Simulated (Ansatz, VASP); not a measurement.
# Cross-check of Sb (antimonene 4 layers, AA') between VASP and Ansatz

One calculation is typed for both programs; each brings its own data sets. How far apart do they land? The structure shown is the start of the Ansatz relaxation below; VASP solves that cell, so the two are compared at the walk's first step.

Main program and level: Ansatz 0.2.0; plane waves, with VASP 6.6.1 beside it; single point at PBE with D3(BJ).

## (1) The structure

The cell holds 8 atoms: 8 Sb. Cell: a = 4.120 Å, b = 4.120 Å, c = 62.200 Å, α = 90.0°, β = 90.0°, γ = 120.0°. Vacuum lies along c.

Coordinates:

```cif
data_structure
_symmetry_space_group_name_H-M 'P 1'
_symmetry_Int_Tables_number 1
_cell_length_a 4.1200
_cell_length_b 4.1200
_cell_length_c 62.2000
_cell_angle_alpha 90.000
_cell_angle_beta 90.000
_cell_angle_gamma 120.000
_cell_volume 914.36
loop_
_atom_site_label
_atom_site_type_symbol
_atom_site_fract_x
_atom_site_fract_y
_atom_site_fract_z
_atom_site_occupancy
Sb1 Sb 0.66667 0.33333 0.37460 1
Sb2 Sb 0.33333 0.66667 0.40113 1
Sb3 Sb 0.33333 0.66667 0.44936 1
Sb4 Sb 0.66667 0.33333 0.47588 1
Sb5 Sb 0.66667 0.33333 0.52412 1
Sb6 Sb 0.33333 0.66667 0.55064 1
Sb7 Sb 0.33333 0.66667 0.59887 1
Sb8 Sb 0.66667 0.33333 0.62540 1
```

## (2) Ansatz: relaxation, PBE with D3(BJ)

Ansatz runs on its PAW soft_1 files.

The two programs are compared at the cell with which this relaxation starts, whose forces are those of its first step.

input.yaml

```yaml
crystal:
  lattice:
    - [4.12, 0.0, 0.0]
    - [-2.06, 3.5680246636, 0.0]
    - [0.0, 0.0, 62.1999999971]
  atoms:
    - { symbol: Sb, position: [0.6666666667, 0.3333333333, 0.3745980708] }
    - { symbol: Sb, position: [0.3333333333, 0.6666666667, 0.4011254019] }
    - { symbol: Sb, position: [0.3333333333, 0.6666666667, 0.4493569132] }
    - { symbol: Sb, position: [0.6666666667, 0.3333333333, 0.4758842444] }
    - { symbol: Sb, position: [0.6666666667, 0.3333333333, 0.5241157556] }
    - { symbol: Sb, position: [0.3333333333, 0.6666666667, 0.5506430868] }
    - { symbol: Sb, position: [0.3333333333, 0.6666666667, 0.5988745981] }
    - { symbol: Sb, position: [0.6666666667, 0.3333333333, 0.6254019292] }
  periodic: [true, true, false]
kpoints:
  mp_grid: { grid: [12, 12, 1] }
hamiltonian:
  xc: pbe
  dispersion: d3bj
  pseudopotentials: { kind: paw, azcp: { folder: soft_1 } }
scf:
  occupations: { method: fermi_dirac, width: 0.05 }
  convergence: { dr2_threshold: 1.0e-09 }
relax:
  f_tol: 0.004
  max_steps: 90
  cell: {}
output:
  write_potential: true
  write_density: true
  volumetric_format: npy
```

Launch:

```bash
ansatz run input.yaml --threads 4 --pin off --max-ram 8192MiB --backend cpu --events-out ev --progress --plain --runs-dir out
```

Numbers of over 12 decimals in the logs are rounded to 6 here.

Log:

```text
Warning: relax.cell: scf.convergence.dr2_threshold = 1e-9 eV is looser than the 1.22070312579e-10 eV advised for a relaxation that steers and ends on the stress (1e-10 eV for each atom of the cell: 8, times the square of relax.cell.stress_2d_tol = 0.05 N/m over 25.6 Å (the atoms' height at the walk's start and 5 Å past either face), 1.953e-2 GPa, over a crystal's default 0.05). What an SCF threshold leaves in a stress goes as its square root, and in the free energy as the threshold itself, and one threshold admits the most on a small cell: [figures from the program's tests cut] Set scf.convergence.dr2_threshold to 1.22070312579e-10 eV or tighter. [rest of the remark cut]
Engine: ansatz 0.2.0, x86_64-unknown-linux-gnu
Pseudopotentials: kind: paw
Pseudopotential: Sb, paw, valence charge 15, recommended cutoff 420 eV (normal), soft_1/Sb.paw.azcp
Functional definition: PBE
  parameter kappa = 0.804
  parameter beta = 0.066725
  exchange = pbe_x(kappa = kappa, mu = beta*pi^2/3)
  correlation = pbe_c(beta = beta)
Crystal: 8 atoms, lattice volume = 914.356 Å³
Basis set: ecut = 420 eV, 17655 PW (Γ), exchange–correlation on 60×60×864 points (8 copies of the dense FFT grid, shifted against one another)
Bands: 72, of which v1, the nominal top of the filled ones, is band 60 counted from 1 (59 counted from 0)
Symmetry: 12 space group operations
Space group: P-6m2 (ITA 187), of the structure as read, at distance tolerance 9.7e-5 Å
k-points: 19 of 144 (time reversal used)
Non-local potential: Sb, projectors of the file, l = 0: 2, l = 1: 2, l = 2: 2, l = 3: 1
PAW form: soft (Blöchl's): semilocal exchange-correlation on the pseudo side does not see the compensation charge
PAW one-centre angular grid: Sb, 590 points (default); XC on 64 Gauss nodes
Initial density: superposition of atomic densities (neutral atoms: chi_scale 0, normalization atom)
Initial wavefunctions: pseudopotential atomic-orbital guess
Functional: x = pbe(κ = 0.804, μ = 0.219515), c = pbe(β = 0.066725)
iter 1 solved again at ethr=6.27e-4 eV; its pass at ethr=3.10e-3 eV (dr2=7.52e-1 eV) is discarded
SCF iter   1: F=—  HF=-51877.832532 eV  |F-HF|=—  |Δ(HF+E_count)|=         —  Δρ=8.46e-3  dr2=7.63e-1  ethr=6.27e-4  ⟨swp⟩=3.2  Hψ=9156  notcnv=0
preconditioner: auto → LDOS  [metal: Δε(μ)=0.037 eV  Ē_g=7.555 eV  σ=0.050 eV  W_gap=0.18  n_scr=140 (ndim 8)  ℏωp=7.8 eV  f_vac=0.682  D(μ)=4.09/eV (n_scr^D=16)  β→1.0]
SCF iter   2: F=—  HF=-51877.733374 eV  |F-HF|=—  |Δ(HF+E_count)|=   9.92e-2  Δρ=1.62e-3  dr2=3.26e-2  ethr=6.27e-4  ⟨swp⟩=4.1  Hψ=2185  notcnv=0
SCF iter   3: F=—  HF=-51877.740151 eV  |F-HF|=—  |Δ(HF+E_count)|=   6.78e-3  Δρ=9.18e-4  dr2=1.36e-2  ethr=2.71e-5  ⟨swp⟩=3.3  Hψ=3242  notcnv=0
SCF iter   4: F=—  HF=-51877.737354 eV  |F-HF|=—  |Δ(HF+E_count)|=   2.80e-3  Δρ=3.25e-4  dr2=1.54e-3  ethr=1.14e-5  ⟨swp⟩=3.0  Hψ=3060  notcnv=0  defer=1
SCF iter   5: F=—  HF=-51877.737358 eV  |F-HF|=—  |Δ(HF+E_count)|=   4.74e-6  Δρ=7.24e-5  dr2=1.12e-4  ethr=1.28e-6  ⟨swp⟩=3.0  Hψ=2887  notcnv=0  defer=1
SCF iter   6: F=—  HF=-51877.737395 eV  |F-HF|=—  |Δ(HF+E_count)|=   3.65e-5  Δρ=2.70e-5  dr2=9.40e-6  ethr=9.35e-8  ⟨swp⟩=3.0  Hψ=2871  notcnv=0  defer=1
SCF iter   7: F=—  HF=-51877.737563 eV  |F-HF|=—  |Δ(HF+E_count)|=   1.68e-4  Δρ=8.83e-6  dr2=9.91e-7  ethr=7.83e-9  ⟨swp⟩=3.0  Hψ=2843  notcnv=0  defer=1
SCF iter   8: F=—  HF=-51877.737563 eV  |F-HF|=—  |Δ(HF+E_count)|=   5.09e-7  Δρ=2.32e-6  dr2=1.26e-7  ethr=8.26e-10  ⟨swp⟩=3.0  Hψ=2940  notcnv=0  defer=1
SCF iter   9: F=—  HF=-51877.737563 eV  |F-HF|=—  |Δ(HF+E_count)|=   1.61e-7  Δρ=9.27e-7  dr2=1.67e-8  ethr=1.05e-10  ⟨swp⟩=3.3  Hψ=2773  notcnv=0  defer=1
SCF iter  10: F=—  HF=-51877.737563 eV  |F-HF|=—  |Δ(HF+E_count)|=   1.29e-8  Δρ=2.86e-7  dr2=2.44e-9  ethr=1.39e-11  ⟨swp⟩=3.1  Hψ=2822  notcnv=0  defer=1
SCF iter  11: F=-51877.737563 eV  HF=-51877.737563 eV  |F-HF|=1.16e-9  |Δ(HF+E_count)|=   5.45e-9  Δρ=6.40e-8  dr2=2.87e-10  ethr=1.00e-12  ⟨swp⟩=10.8  Hψ=8956  notcnv=0
SCF 1 converged in 11 iterations: F = -51877.737563 eV  dr2 = 2.87e-10
  greatest PAW one-centre occupation: 0.996 electrons in one spin orbital (limit 2), on the Sb atom at site 2 (counted from 0), in its partial waves of l = 2
[...]
SCF iter   6: F=-51878.346098 eV  HF=-51878.346098 eV  |F-HF|=4.07e-10  |Δ(HF+E_count)|=  1.46e-11  Δρ=9.44e-8  dr2=2.60e-10  ethr=1.00e-12  ⟨swp⟩=14.9  Hψ=9707  notcnv=0
SCF 15 converged in 6 iterations: F = -51878.346098 eV  dr2 = 2.60e-10
relax step  15: F+E_penalty+E_count = -51878.34609792 eV  Δ(F+E_penalty+E_count) = +6.864e-4 eV  max|allowed force component| = 1.845e-4 eV/Å  Δτ_max = 0.0000 Å  P = +0.003 N/m  Ω = 890.641 Å³  fix = [c, alpha, beta]  reactions: c +0.000 N/m  stress off target by 2.90e-3 N/m on what of the cell is left free  SCF on the basis re-selected at this cell (its energy is not comparable with the rows above)  (6 SCF iters)
basis re-selected at this cell: Δ(F+E_penalty+E_count) = +6.864e-4 eV, ΔP = +0.002 N/m vs the last step (what re-selecting the basis moved, of the pressure what is left beyond the Pulay correction that the steps carried, after the strain that the cell walked since its last selection, with what the two solves' SCF thresholds leave and, on support functions, any second-order correction that the steps lacked; it is no m [...]
WARN: The output density's exchange-correlation potential varies sharply where the density is thin. Do not read a vacuum level from v_tot or v_xc, or from such a field of the output density. On a cell that repeats whose density bears no net charge and no dipole along the vacuum's axis use v_es (v_loc + v_h of the components); under efield.dipole_correction with no amplitude use v_es + v_field, which holds any externa [...]
SCF converged after 6 iterations
Free energy (F): -51878.346098 eV
Harris-Foulkes:  -51878.346098 eV  (|F-HF|=4.07e-10)
Internal energy: -51878.345525 eV  (E = F + TS)
E sigma→0 (E₀):  -51878.345812 eV
Entropy (-TS):   -0.000573 eV (-0.072 meV/atom)
Fermi energy:    -4.212569 eV
--- Per-component energies (eV) ---
  E_band       = -3033.386387
  E_kinetic    = 1298.482041
  E_local      = -757636.143755  (includes V_loc(G=0)·N_el)
  E_nonlocal   = 3117.665943
  E_hartree    = 376881.498652
  E_xc         = -787.462750
  E_vxc        = -721.032451  (∫ρ·V_xc dr)
  E_paw        = -36348.290855  (= ΣΔE_a)
  E_vpaw       = -2855.367032  (= ΣTr[D̂ρ^β])
  E_aug_tail   = 0.001100  (compensation charges beyond the density's cutoff)
  E_ewald      = 361598.386375
  E_disp       = -2.482277  (pairwise vdW)
  E_smearing   = -0.000573  (= −TS)
  E_closure    = -0.000000  (closes the sum)
  Σ components = -51878.346098   (vs F -51878.346098, Δ=0.00e0)
--- Forces (eV/Å), atoms counted from 1 ---
  atom   1  Sb     0.00000000     0.00000000    -0.00002549
  atom   2  Sb     0.00000000    -0.00000000     0.00018451
  atom   3  Sb     0.00000000    -0.00000000    -0.00007904
  atom   4  Sb    -0.00000000     0.00000000     0.00001124
  atom   5  Sb    -0.00000000     0.00000000    -0.00001124
  atom   6  Sb     0.00000000    -0.00000000     0.00007904
  atom   7  Sb     0.00000000    -0.00000000    -0.00018451
  atom   8  Sb     0.00000000     0.00000000     0.00002549
  max |Σ_I F_I| component: 1.85e-17 eV/Å
--- 2D stress c σ (N/m, compression-positive) ---
        0.002897      -0.000000       0.000000
        0.000000       0.002897       0.000000
        0.000000       0.000000       0.000000
  P = ½ c Tr σ = 0.0029 N/m
--- Band table (eV; the first three rows and the last of 19) ---
  k-point 0: bands = [... 56 lower, -4.6987, -4.6774, -4.6774, -4.5565, -3.2588, -2.9754, -2.7490, -2.6257, ... 8 higher]
  k-point 1: bands = [... 56 lower, -4.9111, -4.8776, -4.8564, -4.5007, -2.7532, -2.5638, -2.4035, -2.3004, ... 8 higher]
  k-point 2: bands = [... 56 lower, -5.2725, -5.2514, -5.0808, -4.5222, -3.1704, -3.0274, -2.8656, -2.7135, ... 8 higher]
  k-point 18: bands = [... 56 lower, -6.6729, -6.3819, -6.3279, -6.2949, -3.8105, -3.5849, -3.3066, -3.0672, ... 8 higher]
  the weakly bound empty levels are not read free of the cell's end (no_gap_told)
--- Relaxed structure (14 steps of the walk, 13 accepted, 1 SCFs on fresh bases) ---
  F+E_penalty+E_count = -51878.34609792 eV   max|allowed force component| = 1.845e-4 eV/Å   (the final SCF, on the basis selected at the relaxed cell)
  cell:  # Å, volume = 890.6408 Å³
    - [4.066219, 0, 0.0]
    - [-2.033110, 3.521449, 0.0]
    - [0.0, 0.0, 62.1999999971]
  atoms:
    - { symbol: Sb, position: [0.666667, 0.333333, 0.349898] }
    - { symbol: Sb, position: [0.333333, 0.666667, 0.376464] }
    - { symbol: Sb, position: [0.333333, 0.666667, 0.441202] }
    - { symbol: Sb, position: [0.666667, 0.333333, 0.467783] }
    - { symbol: Sb, position: [0.666667, 0.333333, 0.532217] }
    - { symbol: Sb, position: [0.333333, 0.666667, 0.558798] }
    - { symbol: Sb, position: [0.333333, 0.666667, 0.623536] }
    - { symbol: Sb, position: [0.666667, 0.333333, 0.650102] }
```

(Part 1 of 2 ends here.)

[Lines on the potential files, build, host, timing and source positions are cut from VASP's logs without a mark.]

[Logs are printed without paths, hosts, clocks, repeated set-up lines and the standing remarks that a program may print on its own settings, such as how far it seeks lower states.]

[Hosts, paths, dates, database ids (printed as entryN), source tags and the programs' standing remarks are cut or masked in the printed files.]
